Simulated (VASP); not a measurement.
The system is TePb.

```xyz
2
Lattice="0.0000 3.2709 3.2709 3.2709 0.0000 3.2709 3.2709 3.2709 0.0000" Properties=species:S:1:pos:R:3 pbc="T T T"
Pb    0.0000    0.0000    0.0000
Te    3.2709    3.2709    3.2709
```

The cell is a database's computed one.

* Program: VASP 6.6.1
* Task: relaxation of cell and atoms
* Functional: LDA
* Potentials or basis: VASP PAW LDA potentials, release 64 (Pb_d, Te)
* Cutoff: 300 eV
* k mesh: 5 × 5 × 5
* Occupations: gaussian, width 0.02 eV
* Spin: no spin polarisation

At the start: pressure -3.3 GPa; volume 34.99 Å³/atom.

**Question.** Where does the relaxation end?

**Answer.** Over 3 steps the energy falls by 30.3 meV/atom and the volume is 32.28 Å³/atom (-7.8 %); space group Fm-3m (No. 225, to 0.05 Å).

The path:
```
step  energy change (eV)  largest force (eV/Å)  pressure (GPa)  volume (Å³)
   1              0.0000                0.0000           -3.33        69.99
   2             -0.0534                0.0000            1.39        62.88
   3             -0.0607                0.0000           -0.01        64.56
```

Final structure:
```
CELL_PARAMETERS angstrom
0.00000 3.18410 3.18410
3.18410 0.00000 3.18410
3.18410 3.18410 0.00000
ATOMIC_POSITIONS crystal
Pb 0.00000 0.00000 0.00000
Te 0.50000 0.50000 0.50000
```
